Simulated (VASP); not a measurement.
Output of a VASP run:

OSZICAR:
```
       N       E                     dE             d eps       ncg     rms          rms(c)
DAV:   1     0.270431992565E+03    0.27043E+03   -0.15386E+04   480   0.950E+02
DAV:   2     0.118851926285E+01   -0.26924E+03   -0.26329E+03   584   0.243E+02
DAV:   3    -0.198887841911E+02   -0.21077E+02   -0.21006E+02   640   0.635E+01
DAV:   4    -0.210030343338E+02   -0.11143E+01   -0.11131E+01   712   0.141E+01
DAV:   5    -0.210381911142E+02   -0.35157E-01   -0.35152E-01   628   0.183E+00    0.194E+01
DAV:   6    -0.208680852674E+02    0.17011E+00   -0.33880E-01   512   0.274E+00    0.108E+01
DAV:   7    -0.208506592140E+02    0.17426E-01   -0.41840E-01   512   0.300E+00    0.104E+00
DAV:   8    -0.208558981686E+02   -0.52390E-02   -0.34652E-02   580   0.871E-01    0.581E-01
DAV:   9    -0.208566746426E+02   -0.77647E-03   -0.22636E-03   696   0.205E-01    0.251E-01
DAV:  10    -0.208575099951E+02   -0.83535E-03   -0.12776E-03   616   0.172E-01    0.111E-01
DAV:  11    -0.208575714742E+02   -0.61479E-04   -0.13805E-04   648   0.433E-02    0.583E-02
DAV:  12    -0.208576065782E+02   -0.35104E-04   -0.26506E-05   512   0.237E-02    0.201E-02
DAV:  13    -0.208576480713E+02   -0.41493E-04   -0.51974E-05   504   0.303E-02    0.290E-02
DAV:  14    -0.208576494049E+02   -0.13336E-05   -0.30927E-06   448   0.863E-03    0.491E-03
DAV:  15    -0.208576498897E+02   -0.48476E-06   -0.59308E-07   312   0.360E-03
   1 F= -.20857650E+02 E0= -.20857650E+02  d E =-.166753E-13
```

OUTCAR:
```
------------------------ aborting loop because EDIFF is reached ----------------------------------------
  FORCE on cell =-STRESS in cart. coord.  units (eV):
  Direction    XX          YY          ZZ          XY          YZ          ZX
  --------------------------------------------------------------------------------------
  Total        0.6302706      0.8574396      0.4289569     -0.0241799      0.0041445     -0.1999812
  in kB        3.8977924      5.3026771      2.6528052     -0.1495362      0.0256307     -1.2367470
  external PRESSURE =       3.9510915 kB  Pullay stress =       0.0000000 kB
  volume of cell :      259.07
      direct lattice vectors                 reciprocal lattice vectors
     7.135125000  0.000000000  0.000000000     0.140151714  0.000000000  0.000552329
     0.000000000  4.568868000  0.000000000     0.000000000  0.218872596  0.000000000
    -0.031319000  0.000000000  7.947101000     0.000000000  0.000000000  0.125832049
 POSITION                                       TOTAL-FORCE (eV/Angst)
 -----------------------------------------------------------------------------------
     -0.02183      0.01409      7.93366        -0.096700     -0.080598      0.072722
     -0.00673      2.28485      3.95923        -0.050666      0.007838      0.061385
      1.68838      4.56270      2.75911         0.193969      0.011373     -0.043840
      5.40939      0.01391      5.18748        -0.130089     -0.028753      0.012982
      1.75513      2.28654      6.55227         0.120071      0.019348     -0.084587
      5.33631      2.26007      1.42310        -0.036583      0.070791     -0.018662
 -----------------------------------------------------------------------------------
    total drift:                               -0.000649      0.000133      0.000451
  FREE ENERGIE OF THE ION-ELECTRON SYSTEM (eV)
  ---------------------------------------------------
  free  energy   TOTEN  =       -20.8576498897 eV

  energy  without entropy=      -20.8576498897  energy(sigma->0) =      -20.85764989
```
(Selected blocks of OUTCAR.)

**POSCAR**
```
SrCaI4
1
    7.1351250000     0.0000000000     0.0000000000
    0.0000000000     4.5688680000     0.0000000000
   -0.0313190000     0.0000000000     7.9471010000
Sr Ca I
1 1 4
Direct
  0.0013220000   0.0030840000  -0.0016910000
  0.0012430000   0.5000920000   0.4981980000
  0.2381530000  -0.0013490000   0.3471840000
  0.7610000000   0.0030440000   0.6527510000
  0.2496040000   0.5004610000   0.8244860000
  0.7486790000   0.4946680000   0.1790710000
```

Question: Reconstruct the remaining input files.

Answer: Several could match; the one computed here: the input of the run itself, PBEsol GGA, plane waves, VASP's PBE PAW potentials (set 64).

### INCAR
```
ALGO=Normal
EDIFF=1E-6
ENCUT=300
GGA=PS
ISIF=2
ISMEAR=0
LASPH=.TRUE.
LCHARG=.FALSE.
LMAXMIX=4
LREAL=.FALSE.
LWAVE=.FALSE.
NELM=100
PREC=Accurate
SIGMA=0.01
SYSTEM=SrCaI4
```

File KPOINTS:
```
Automatic mesh
0
Gamma
2 3 2
0 0 0
```

POTCAR, in this order: Sr_sv Ca_sv I (PBE.64 set). Program: vasp_std.

At this cut-off the stress carries a Pulay error, which pulls relaxed volumes low.

The structure comes from a computed database's SrCaI4 entry; how it stands against other phases isn't given here. The cell was not relaxed at this level, atoms are displaced from their ideal sites, and its volume differs by -5.9 % from the start's. The k-mesh is coarse (spacing up to 0.46 per Å, 2π included), so the numbers may not be converged in it.
